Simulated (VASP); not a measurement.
Given:

```
CELL_PARAMETERS angstrom
      4.18109     0.00000     0.00000
      0.00000     4.18109     0.00000
      0.00000     0.00000     2.67484
ATOMIC_POSITIONS crystal
  Si 0.00000 0.00000 0.00000
  Si 0.50000 0.50000 0.50000
  O  0.30618 0.30618 0.00000
  O  0.80618 0.19382 0.50000
  O  0.19382 0.80618 0.50000
  O  0.69382 0.69382 0.00000
```

These are MS2 meta-GGA, VASP's PBE PAW potentials (set 64) (plane waves; VASP 6.6.1) values and carry that method's errors. Numerical set-up: 520 eV cut-off, 6×6×9 Γ-centred mesh, tetrahedra with Blöchl corrections, potentials Si O.

### Question
Predict the energy per atom (σ→0), band gap (over mesh and band path) with the smallest direct gap where there is one.

### Answer

```
Item                                                     Value
---------------------------------------------  ---------------
band gap (over mesh and band path)                     6.19 eV
smallest direct gap (over mesh and band path)          6.19 eV
energy per atom (σ→0)                          -10.754 eV/atom
```

Total energies compare only between runs with the same potentials, cut-off and functional.

The compound is SiO2 in the rutile structure, stishovite, a high-pressure form. It was relaxed first.
